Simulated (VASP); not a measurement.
Computed with PBE GGA, VASP's PBE PAW potentials (set 64) (plane waves; VASP).

VASP input:

### INCAR
```
SYSTEM = Ag16F
LMAXMIX = 4   # l cut-off of mixed one-centre charges
NELMIN = 4
IDIPOL = 3
NELM = 100
GGA = PE
LASPH = .TRUE.   # aspherical one-centre terms
LORBIT = 11
LCHARG = .FALSE.
LVHAR = .TRUE.
ENCUT = 400   # plane-wave cut-off (eV)
ISMEAR = 1   # Methfessel-Paxton
LREAL = .FALSE.
LDIPOL = .TRUE.
LWAVE = .FALSE.
PREC = Normal
DIPOL = 0.5 0.5 0.5
EDIFF = 1E-6
SIGMA = 0.1
ALGO = Normal   # blocked Davidson
```

### KPOINTS
```
Automatic mesh
0
Gamma
5 5 1
0 0 0
```

**POSCAR**
```
Ag16F
5.8654120
  0.9999999667   0.0000000000   0.0000000000
  0.0000000000   0.9999999667   0.0000000000
  0.0000000000   0.0000000000   3.4810747487
Ag F
16 1
Cart
  0.2510696080   0.2510696080   1.2186876535
  0.7489303587   0.2510696080   1.2186876535
  0.2510696080   0.7489303587   1.2186876535
  0.7489303587   0.7489303587   1.2186876535
  0.0000000000   0.0000000000   1.5624274451
  0.4999999833   0.0000000000   1.5639081784
  0.0000000000   0.4999999833   1.5639081784
  0.4999999833   0.4999999833   1.5644070188
  0.2490473107   0.2490473107   1.9185312091
  0.7509526560   0.2490473107   1.9185312091
  0.2490473107   0.7509526560   1.9185312091
  0.7509526560   0.7509526560   1.9185312091
  0.0000000000   0.0000000000   2.2600545388
  0.4999999833   0.0000000000   2.2695025223
  0.0000000000   0.4999999833   2.2695025223
  0.4999999833   0.4999999833   2.2561546444
  0.0000000000   0.0000000000   2.6099545409
```

POTCAR, in this order: Ag F (PBE.64 set). Program: vasp_std. Read from the step before: WAVECAR.

What VASP printed:

OUTCAR:
```
 ion  position               nearest neighbor table
   1  0.251  0.251  0.350-   8 2.89   7 2.90   6 2.90   5 2.90   2 2.92   3 2.92   3 2.95   2 2.95
  LATTYP: Found a simple tetragonal cell.
 ALAT       =     5.8654118046
 C/A-ratio  =     3.4810748647
 Subroutine PRICEL returns:
 Original cell was already a primitive cell.
 Subroutine GETGRP returns: Found  8 space group operations
The static configuration has the point symmetry C_4v.
The dynamic configuration has the point symmetry C_4v.
 Subroutine INISYM returns: Found  8 space group operations
 Subroutine IBZKPT returns following result:
 Found      6 irreducible k-points:

 Following reciprocal coordinates:
            Coordinates               Weight
  0.000000  0.000000  0.000000      1.000000
  0.200000  0.000000  0.000000      4.000000
  0.400000  0.000000  0.000000      4.000000
  0.200000  0.200000  0.000000      4.000000
  0.400000  0.200000  0.000000      8.000000
  0.400000  0.400000  0.000000      4.000000
   k-points           NKPTS =      6   k-points in BZ     NKDIM =      6   number of bands    NBANDS=    109
   number of dos      NEDOS =    301   number of ions     NIONS =     17
   total plane-waves  NPLWV =  90000
   dimension x,y,z NGX =    30 NGY =   30 NGZ =  100
   dimension x,y,z NGXF=    60 NGYF=   60 NGZF=  200
   ions per type =              16   1
   PREC   = normal    normal or accurate (medium, high low for compatibility)
   ISTART =      1    job   : 0-new  1-cont  2-samecut
   ICHARG =      0    charge: 1-file 2-atom 10-const
   ISPIN  =      1    spin polarized calculation?
   LNONCOLLINEAR =      F non collinear calculations
   LSORBIT =      F    spin-orbit coupling
   INIWAV =      1    electr: 0-lowe 1-rand  2-diag
   ENCUT  =  400.0 eV  29.40 Ry    5.42 a.u.   9.57  9.57 33.30*2*pi/ulx,y,z
   NELM   =    100;   NELMIN=  4; NELMDL=  0     # of ELM steps
   EDIFF  = 0.1E-05   stopping-criterion for ELM
   LREAL  =      F    real-space projection
   NLSPLINE    = F    spline interpolate recip. space projectors
...
```

**OSZICAR**
```
       N       E                     dE             d eps       ncg     rms          rms(c)
DAV:   1    -0.438062187797E+02   -0.43806E+02   -0.16384E-02  1768   0.925E-01    0.148E-01
DAV:   2    -0.438089992255E+02   -0.27804E-02   -0.90540E-02  1840   0.221E+00    0.273E-01
DAV:   3    -0.438037947358E+02    0.52045E-02   -0.29511E-02  1901   0.130E+00    0.197E-02
DAV:   4    -0.438038199576E+02   -0.25222E-04   -0.20994E-04  1405   0.693E-02    0.551E-03
DAV:   5    -0.438038241565E+02   -0.41989E-05   -0.12296E-05  1428   0.136E-02    0.431E-03
DAV:   6    -0.438038260753E+02   -0.19188E-05   -0.29840E-07   844   0.248E-03    0.284E-03
DAV:   7    -0.438038284599E+02   -0.23846E-05   -0.26938E-07   828   0.248E-03    0.636E-04
DAV:   8    -0.438038288040E+02   -0.34406E-06   -0.63598E-08   804   0.873E-04
   1 F= -.43803829E+02 E0= -.43808283E+02  d E =0.133640E-01
```

File OUTCAR:
```
------------------------ aborting loop because EDIFF is reached ----------------------------------------
  FORCE on cell =-STRESS in cart. coord.  units (eV):
  Direction    XX          YY          ZZ          XY          YZ          ZX
  --------------------------------------------------------------------------------------
  Total       -4.6153465     -4.6153465     -1.9753815      0.0000000      0.0000000      0.0000000
  in kB      -10.5270334    -10.5270334     -4.5056004      0.0000000      0.0000000      0.0000000
  external PRESSURE =      -8.5198891 kB  Pullay stress =       0.0000000 kB
  volume of cell :      702.44
      direct lattice vectors                 reciprocal lattice vectors
     5.865411805  0.000000000  0.000000000     0.170491013  0.000000000  0.000000000
     0.000000000  5.865411805  0.000000000     0.000000000  0.170491013  0.000000000
     0.000000000  0.000000000 20.417937604     0.000000000  0.000000000  0.048976543
 POSITION                                       TOTAL-FORCE (eV/Angst)
 -----------------------------------------------------------------------------------
      1.47263      1.47263      7.14811        -0.000465     -0.000465      0.003221
      4.39279      1.47263      7.14811         0.000465     -0.000465      0.003221
      1.47263      4.39279      7.14811        -0.000465      0.000465      0.003221
      4.39279      4.39279      7.14811         0.000465      0.000465      0.003221
      0.00000      0.00000      9.16428        -0.000000     -0.000000      0.000402
      2.93271      0.00000      9.17297         0.000000     -0.000000     -0.004887
      0.00000      2.93271      9.17297         0.000000     -0.000000     -0.004887
      2.93271      2.93271      9.17589         0.000000     -0.000000     -0.006332
      1.46077      1.46077     11.25298         0.002522      0.002522      0.005416
      4.40465      1.46077     11.25298        -0.002522      0.002522      0.005416
      1.46077      4.40465     11.25298         0.002522     -0.002522      0.005416
      4.40465      4.40465     11.25298        -0.002522     -0.002522      0.005416
      0.00000      0.00000     13.25615         0.000000     -0.000000     -0.001685
      2.93271      0.00000     13.31157         0.000000     -0.000000     -0.009622
      0.00000      2.93271     13.31157         0.000000     -0.000000     -0.009622
      2.93271      2.93271     13.23328         0.000000     -0.000000      0.020297
      0.00000      0.00000     15.30846         0.000000     -0.000000     -0.018210
 -----------------------------------------------------------------------------------
    total drift:                                0.000000      0.000000     -0.000849
  FREE ENERGIE OF THE ION-ELECTRON SYSTEM (eV)
  ---------------------------------------------------
  free  energy   TOTEN  =       -43.8038288040 eV

  energy  without entropy=      -43.8171927801  energy(sigma->0) =      -43.80828346

 total charge

# of ion       s       p       d       tot
------------------------------------------
    1        0.418   0.181   9.198   9.797
    2        0.418   0.181   9.198   9.797
    3        0.418   0.181   9.198   9.797
    4        0.418   0.181   9.198   9.797
    5        0.399   0.278   9.159   9.836
    6        0.404   0.272   9.167   9.843
    7        0.404   0.272   9.167   9.843
    8        0.403   0.279   9.157   9.839
    9        0.399   0.279   9.158   9.837
   10        0.399   0.279   9.158   9.837
   11        0.399   0.279   9.158   9.837
   12        0.399   0.279   9.158   9.837
   13        0.390   0.277   9.152   9.818
   14        0.386   0.158   9.223   9.766
   15        0.386   0.158   9.223   9.766
   16        0.416   0.175   9.207   9.798
   17        1.777   4.281   0.000   6.057
--------------------------------------------------
tot          8.236   7.988 146.876 163.100
```
(Selected blocks of OUTCAR.)

At this cut-off the stress carries a Pulay error, which pulls relaxed volumes low.

The cell is a thin slab with vacuum, built from Ag (fcc): (100) face, F adsorbed.
